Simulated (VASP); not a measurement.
A run of VASP 6.6.1:

File INCAR:

```
PREC = Accurate
ENCUT = 600
EDIFF = 1E-6
ISMEAR = 0
SIGMA = 0.03
LREAL = False
LASPH = True
NELM = 80
ALGO = Normal
ISIF = 3
LWAVE = False
LCHARG = False
GGA = PS
IBRION = 2
NSW = 90
EDIFFG = -0.01
KPAR = 2
```

Contents of KPOINTS:

```
regular mesh
0
Gamma
  10 10 10
```

POSCAR

```
InAs
1.0
    0.0000000000      3.0180000000      3.0180000000
    3.0180000000      0.0000000000      3.0180000000
    3.0180000000      3.0180000000      0.0000000000
In As
1 1
Direct
    0.0000000000      0.0000000000      0.0000000000
    0.2500000000      0.2500000000      0.2500000000
```

Potentials or basis: VASP PAW PBE potentials, release 64 (In_d, As).

Run with:

```sh
$ cat potpaw_PBE.64/In_d/POTCAR potpaw_PBE.64/As/POTCAR > POTCAR
$ mpirun -np 2 vasp_std > vasp.out
```

Hardware: 2 MPI ranks on AMD EPYC 7R43 64-Core Processor (Zen 3) (shared host).

Q: Estimate the wall time of this run.

A: Wall time 81 s on 2 MPI ranks on AMD EPYC 7R43 64-Core Processor (Zen 3), with other jobs on the host, peak memory 0.21 GiB a rank. Counts: scf iterations 28, k points 47, ion steps 3.
